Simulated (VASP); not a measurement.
```
Ru3TaC
1.0
    4.00745     0.00000     0.00000
    0.00000     4.00745     0.00000
    0.00000     0.00000     4.00745
Ta Ru C
1 3 1
Cartesian
  0.00000   0.00000   0.00000
  0.00000   2.00373   2.00373
  2.00373   0.00000   2.00373
  2.00373   2.00373   0.00000
  2.00373   2.00373   2.00373
```

These are PBEsol GGA, VASP's PBE PAW potentials (set 64) (plane waves; VASP 6.6.1) values and carry that method's errors. Settings: 520 eV cut-off, Gaussian smearing of 0.050 eV, potentials Ta_pv Ru_pv C.

Q: Give the energies of bands 20 to 33 at the high-symmetry points, in eV from the Fermi level.

A: 
| band | Γ | X | M | R |
|---|---|---|---|---|
| 20 | -3.52 | -4.68 | -3.88 | -4.59 |
| 21 | -3.52 | -4.08 | -3.82 | -3.17 |
| 22 | -3.52 | -4.04 | -3.82 | -3.17 |
| 23 | -2.80 | -4.04 | -3.66 | -3.17 |
| 24 | -2.80 | -2.21 | -3.09 | -2.26 |
| 25 | -2.80 | -1.66 | -3.09 | -2.26 |
| 26 | -1.54 | -1.59 | -2.68 | -0.21 |
| 27 | -1.54 | -1.59 | -1.81 | -0.21 |
| 28 | 0.62 | -0.87 | -1.42 | -0.21 |
| 29 | 0.65 | -0.18 | -1.05 | 0.40 |
| 30 | 0.65 | -0.18 | 0.58 | 0.40 |
| 31 | 0.65 | 0.50 | 0.58 | 0.40 |
| 32 | 2.25 | 0.66 | 0.77 | 1.38 |
| 33 | 2.25 | 0.85 | 1.67 | 1.38 |

It has no gap at this level: it comes out as a metal or semimetal.

The structure comes from a computed database's TaRu3C entry (Pm-3m); how it stands against other phases isn't given here. It was relaxed first. The electron count is odd and the run is not spin-polarised, which forces a metal.
